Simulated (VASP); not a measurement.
Write the native input for VASP 6.6.1 that does the following.

| Property | Result |
| --- | --- |
| Task | relaxation of cell and atoms |
| Functional | PBE |
| Potentials or basis | VASP PAW PBE potentials, release 64 (Ti_sv, Mo_sv, Se) |
| Cutoff | 520 eV |
| k mesh | 3 × 3 × 3 |
| Occupations | gaussian, width 0.15 eV |
| Spin | no spin polarisation |
| Further INCAR settings | PREC = Normal; ALGO = Fast; EDIFF = 0.0001; IBRION = 2; EDIFFG = -0.08; NSW = 24; ISIF = 3 |

The structure of TiMoSe4 lies in POSCAR:

```
TiMoSe4
1.0
    5.2658427800      0.0000000000      0.0000000000
    0.0000000000      5.2658427800      0.0000000000
    0.0000000000      0.0000000000      5.2658427800
Ti Mo Se
1 1 4
Direct
    0.0000000000      0.0000000000      0.0000000000
    0.5000000000      0.5000000000      0.5000000000
    0.7517169200      0.7517169200      0.7517169200
    0.2482830800      0.2482830800      0.7517169200
    0.2482830800      0.7517169200      0.2482830800
    0.7517169200      0.2482830800      0.2482830800
```

The cell was built by a generator and needn't be a form met in nature.

One way to write it, as run:

INCAR

```
SYSTEM = TiMoSe4
PREC = Normal ; ENCUT = 520
EDIFF = 1E-4 ; ISMEAR = 0
SIGMA = 0.15 ; LREAL = .False.
LASPH = .True. ; NELM = 60
ALGO = Fast ; ISIF = 3
LWAVE = .False. ; LCHARG = .False.
GGA = PE ; IBRION = 2
NSW = 24 ; EDIFFG = -0.08
```

KPOINTS

```
Automatic mesh
0
Gamma
  3 3 3
  0 0 0
```

Potentials or basis: VASP PAW PBE potentials, release 64 (Ti_sv, Mo_sv, Se).

Launch:

```sh
$ cat potpaw_PBE.64/Ti_sv/POTCAR potpaw_PBE.64/Mo_sv/POTCAR potpaw_PBE.64/Se/POTCAR > POTCAR
$ mpirun -np 1 vasp_std > vasp.out
```

Results of the run:

```
Relaxed volume                         : 27.59 Å³/atom
Relaxed cell                           : a = 5.491 Å, b = 5.491 Å, c = 5.491 Å, α = 90.00°, β = 90.00°, γ = 90.00°
Space group after relaxing (to 0.05 Å) : P-43m (No. 215)
Energy gained by relaxing              : 108.8 meV/atom
Ionic steps                            : 8
Pressure after relaxing                : 0.2 GPa
Largest force after relaxing           : 0.007 eV/Å
Band gap on the k mesh                 : none (metal or under the smearing width)
```

Caveat: the k mesh is coarse (spacing up to 0.40 Å⁻¹), so the values aren't converged; the relaxation stopped at a loose force limit of 0.08 eV/Å, so its end isn't a converged minimum.

Wall time 70 s on 1 thread of Intel(R) Xeon(R) 6975P-C (Granite Rapids) (shared host), peak memory 0.18 GiB.
